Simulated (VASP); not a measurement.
A run of VASP 6.6.1:

Contents of POSCAR:

```
Zn4Te3O
1.0
   -2.9156000000      2.9156000000      5.6592900000
    2.9156000000     -2.9156000000      5.6592900000
    2.9156000000      2.9156000000     -5.6592900000
Zn Te O
4 3 1
Direct
    0.6913370000      0.6913370000      0.5970880000
    0.0942490000      0.0942490000      0.4029120000
    0.3086630000      0.9057510000      0.0000000000
    0.9057510000      0.3086630000      0.0000000000
    0.5000000000      0.5000000000      0.0000000000
    0.2500000000      0.7500000000      0.5000000000
    0.7500000000      0.2500000000      0.5000000000
    0.0000000000      0.0000000000      0.0000000000
```

The input INCAR.step1:

```
PREC = Accurate
ENCUT = 520
EDIFF = 1E-6
ISMEAR = 0
SIGMA = 0.1
LREAL = False
LASPH = True
NELM = 100
ALGO = Normal
ISIF = 2
LWAVE = False
LCHARG = True
GGA = PE
NBANDS = 46
KPAR = 8
```

Contents of KPOINTS.step1:

```
Automatic mesh
0
Gamma
  8 8 8
```

Contents of INCAR.step2:

```
PREC = Accurate
ENCUT = 520
EDIFF = 1E-6
ISMEAR = -5
SIGMA = 0.1
LREAL = False
LASPH = True
NELM = 100
ALGO = Normal
ISIF = 2
LWAVE = False
LCHARG = False
GGA = PE
LORBIT = 11
NBANDS = 46
KPAR = 8
NEDOS = 2001
ICHARG = 11
```

KPOINTS.step2

```
Automatic mesh
0
Gamma
  12 12 12
```

Potentials or basis: VASP PAW PBE potentials, release 64 (Zn, Te, O).

Run with:

```sh
$ cat potpaw_PBE.64/Zn/POTCAR potpaw_PBE.64/Te/POTCAR potpaw_PBE.64/O/POTCAR > POTCAR
$ cp INCAR.step1 INCAR
$ cp KPOINTS.step1 KPOINTS
$ mpirun -np 8 vasp_std > vasp.out
$ cp INCAR.step2 INCAR
$ cp KPOINTS.step2 KPOINTS
$ mpirun -np 8 vasp_std > vasp.out
```

Hardware: 8 MPI ranks on Intel(R) Xeon(R) Platinum 8259CL CPU @ 2.50GHz (Skylake/Cascade Lake), on a shared host.

Problem. How long does it take, and how much memory?

Solution. It took 7.6 min on 8 MPI ranks on Intel(R) Xeon(R) Platinum 8259CL CPU @ 2.50GHz (Skylake/Cascade Lake), on a shared host, peak memory 1.2 GiB a rank. Counts: scf iterations 8, k points 163.
